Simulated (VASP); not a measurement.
Consider the following.

```
ZrB2
1.0
    1.57737    -2.73208     0.00000
    1.57737     2.73208     0.00000
    0.00000     0.00000     3.51197
Zr B
1 2
Direct
  0.00000   0.00000   0.00000
  0.33333   0.66667   0.50000
  0.66667   0.33333   0.50000
```

Computed with PBEsol GGA, VASP's PBE PAW potentials (set 64) (plane waves; VASP). Run with 600 eV cut-off, 10×10×8 Γ-centred mesh, first-order Methfessel-Paxton smearing of 0.10 eV, potentials Zr_sv B.

Energy and stress use the plane-wave basis of the starting cell.

Question: The ions, cell shape and volume at an external pressure of 20.0 GPa are relaxed. Which structure does the run end with?

Answer: 
```
ZrB2
1.0
    1.54277    -2.67215     0.00000
    1.54277     2.67215     0.00000
    0.00000     0.00000     3.42402
Zr B
1 2
Direct
  0.00000   0.00000   0.00000
  0.33333   0.66667   0.50000
  0.66667   0.33333   0.50000
```
Space group P6/mmm (191), at a tolerance of 0.03 Å.

Question: How do energy and volume change from the first to the last step?

Answer: The energy (σ→0) changes by +40.1 meV/atom and the volume by -6.7 %, in 9 ionic steps.

The compound is ZrB2 in the AlB2 type structure. This run relaxes it under an external pressure of 20 GPa. Symmetry was kept, so distortions that lower it aren't found.
